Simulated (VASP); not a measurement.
An input for Quantum ESPRESSO's pw.x (written as the equivalent of a VASP run, and not itself run):

```
&CONTROL
  calculation = 'vc-relax'
  pseudo_dir = './pseudo'
  outdir = './out'
  tprnfor = .true.
  tstress = .true.
  nstep = 30
  forc_conv_thr = 0.00039
/
&SYSTEM
  ibrav = 0
  nat = 3
  ntyp = 2
  ecutwfc = 72
  occupations = 'smearing'
  smearing = 'gaussian'
  degauss = 0.003675
  input_dft = 'pw91'
/
&ELECTRONS
  conv_thr = 7.3e-09
  electron_maxstep = 100
/
&IONS
/
&CELL
  cell_dofree = 'shape'
/
ATOMIC_SPECIES
  Sn 118.710 Sn.upf
  S 32.060 S.upf
CELL_PARAMETERS angstrom
     1.8700429   -3.2390096    0.0000000
     1.8700429    3.2390096    0.0000000
     0.0000000    0.0000000    6.8024233
ATOMIC_POSITIONS crystal
  Sn   0.0000000  0.0000000  0.0000000
  S    0.3333330  0.6666670  0.2193005
  S    0.6666670  0.3333330  0.7806995
K_POINTS automatic
  7 7 4 0 0 0
```

Question: Write the VASP files for the same calculation (PW91).

Answer: This is not unique; one that fits is 
### INCAR
```
ALGO = Normal
EDIFF = 1E-7
EDIFFG = -0.01
ENCUT = 520
GGA = 91
IBRION = 2
ISIF = 4
ISMEAR = 0
LASPH = .TRUE.
LCHARG = .FALSE.
LMAXMIX = 4
LREAL = .FALSE.
LWAVE = .FALSE.
NELM = 100
NSW = 30
PREC = Accurate
SIGMA = 0.05
SYSTEM = SnS2
```

File KPOINTS:
```
kpoints
0
Gamma
7 7 4
```

POSCAR:
```
SnS2
1.0
  1.8700429086  -3.2390096203   0.0000000000
  1.8700429086   3.2390096203   0.0000000000
  0.0000000000   0.0000000000   6.8024233237
Sn S
1 2
Cart
  0.0000000000   0.0000000000   0.0000000000
  1.8700429086   1.0796720328   1.4917748232
  1.8700429086  -1.0796720328   5.3106485005
```

POTCAR, in this order: Sn_d S (PBE.64 set). Program: vasp_std.

The two are equivalent in intent, not identical: the potentials are each code's own (VASP's PAW set, PseudoDojo norm-conserving files in pw.x), so ENCUT and ecutwfc are chosen apart and not converted; conv_thr bounds pw.x's estimated SCF error, while EDIFF bounds the energy change between steps; forc_conv_thr acts on force components and is met together with etot_conv_thr.

The compound is SnS2 in the 1T layered structure. This cell is one point of a volume scan, at 1.03 of the reference volume. Symmetry was kept, so distortions that lower it aren't found.
